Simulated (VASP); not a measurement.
All values below come from RPBE GGA, VASP's PBE PAW potentials (set 64) (plane waves; VASP).

The input files of a VASP run:

### POSCAR
```
PbTe
1
    0.0000000000     3.3259051378     3.3259051378
    3.3259051378     0.0000000000     3.3259051378
    3.3259051378     3.3259051378     0.0000000000
Te Pb
1 1
Direct
  0.5000000000   0.5000000000   0.5000000000
  0.0000000000   0.0000000000   0.0000000000
```

INCAR:
```
SYSTEM = PbTe
PREC = Accurate; ENCUT = 520; LREAL = F
LASPH = T
EDIFF = 1E-6; NELM = 100; ALGO = Normal
LMAXMIX = 4
ISMEAR = 0; SIGMA = 0.05
GGA = RP
IBRION = 2; NSW = 60; ISIF = 3
EDIFFG = -0.01
LWAVE = F; LCHARG = F
```

### KPOINTS
```
kpoints
0
Gamma
6 6 6
0 0 0
```

POTCAR, in this order: Te Pb_d (PBE.64 set). Program: vasp_std.

The run wrote:

**OSZICAR**
```
       N       E                     dE             d eps       ncg     rms          rms(c)
DAV:   1     0.156575042724E+03    0.15658E+03   -0.91629E+03   448   0.134E+03
DAV:   2     0.421880018254E+01   -0.15236E+03   -0.14932E+03   484   0.339E+02
DAV:   3    -0.671337204592E+01   -0.10932E+02   -0.10903E+02   586   0.987E+01
DAV:   4    -0.698686978721E+01   -0.27350E+00   -0.27340E+00   540   0.194E+01
DAV:   5    -0.699900286468E+01   -0.12133E-01   -0.12133E-01   632   0.340E+00    0.289E+00
DAV:   6    -0.683866148813E+01    0.16034E+00   -0.39836E-01   544   0.456E+00    0.176E+00
DAV:   7    -0.683802352673E+01    0.63796E-03   -0.11860E-01   566   0.180E+00    0.968E-01
DAV:   8    -0.684274542308E+01   -0.47219E-02   -0.14519E-02   460   0.139E+00    0.152E-01
DAV:   9    -0.684270981764E+01    0.35605E-04   -0.14801E-03   588   0.427E-01    0.687E-02
DAV:  10    -0.684290472244E+01   -0.19490E-03   -0.36055E-04   454   0.121E-01    0.261E-02
DAV:  11    -0.684293549608E+01   -0.30774E-04   -0.83552E-05   506   0.730E-02    0.101E-02
DAV:  12    -0.684293625502E+01   -0.75895E-06   -0.46003E-06   568   0.186E-02
   1 F= -.68429363E+01 E0= -.68429363E+01  d E =-.684294E+01
```

OUTCAR:
```
------------------------ aborting loop because EDIFF is reached ----------------------------------------
  FORCE on cell =-STRESS in cart. coord.  units (eV):
  Direction    XX          YY          ZZ          XY          YZ          ZX
  --------------------------------------------------------------------------------------
  Total       -0.0036824     -0.0036824     -0.0036824      0.0000000      0.0000000     -0.0000000
  in kB       -0.0801838     -0.0801838     -0.0801838      0.0000000      0.0000000     -0.0000000
  external PRESSURE =      -0.0801838 kB  Pullay stress =       0.0000000 kB
  volume of cell :       73.58
      direct lattice vectors                 reciprocal lattice vectors
     0.000000000  3.325905138  3.325905138    -0.150335015  0.150335015  0.150335015
     3.325905138  0.000000000  3.325905138     0.150335015 -0.150335015  0.150335015
     3.325905138  3.325905138  0.000000000     0.150335015  0.150335015 -0.150335015
  FREE ENERGIE OF THE ION-ELECTRON SYSTEM (eV)
  ---------------------------------------------------
  free  energy   TOTEN  =        -6.8429362550 eV

  energy  without entropy=       -6.8429362550  energy(sigma->0) =       -6.84293626

 reached required accuracy - stopping structural energy minimisation
```
(Selected blocks of OUTCAR.)

**OUTCAR**
```
 val. band max:        4.6694897149   @ k =   0.5000   0.0000   0.0000

 cond. band min:       5.6363828432   @ k =   0.5000   0.0000   0.0000


 Fermi energy:         4.9414432602

 k-point     1 :       0.0000    0.0000    0.0000
  band No.  band energies     occupation
      1     -12.0103      2.00000
      2     -12.0103      2.00000
      3     -12.0103      2.00000
      4     -12.0100      2.00000
      5     -12.0100      2.00000
      6      -6.6430      2.00000
      7      -1.0998      2.00000
      8       3.6366      2.00000
      9       3.6366      2.00000
     10       3.6366      2.00000
     11       8.6833      0.00000
     12       8.6833      0.00000
     13       8.6833      0.00000
     14      10.6910      0.00000

 k-point     2 :       0.1667    0.0000    0.0000
  band No.  band energies     occupation
      1     -12.0126      2.00000
      2     -12.0126      2.00000
      3     -12.0097      2.00000
      4     -12.0071      2.00000
      5     -12.0071      2.00000
      6      -6.4356      2.00000
      7      -1.6529      2.00000
      8       3.7008      2.00000
      9       3.7008      2.00000
     10       3.9069      2.00000
     11       7.6153      0.00000
     12       7.8596      0.00000
     13       7.8596      0.00000
     14      10.5984      0.00000

 k-point     3 :       0.3333    0.0000    0.0000
  band No.  band energies     occupation
      1     -12.0176      2.00000
      2     -12.0176      2.00000
      3     -12.0086      2.00000
      4     -12.0009      2.00000
      5     -12.0009      2.00000
      6      -5.8790      2.00000
      7      -2.7785      2.00000
      8       3.8886      2.00000
      9       3.8886      2.00000
     10       4.3661      2.00000
     11       6.2781      0.00000
     12       6.6969      0.00000
     13       6.6969      0.00000
     14      11.4441      0.00000

 k-point     4 :       0.5000    0.0000    0.0000
  band No.  band energies     occupation
...
```

Unless said otherwise, spin-orbit coupling is left out, though it shifts the bands of the heavy elements here.

The compound is PbTe in the rock salt structure. It was relaxed first, which changed the volume by +9 %. The start is the result of an earlier pass.
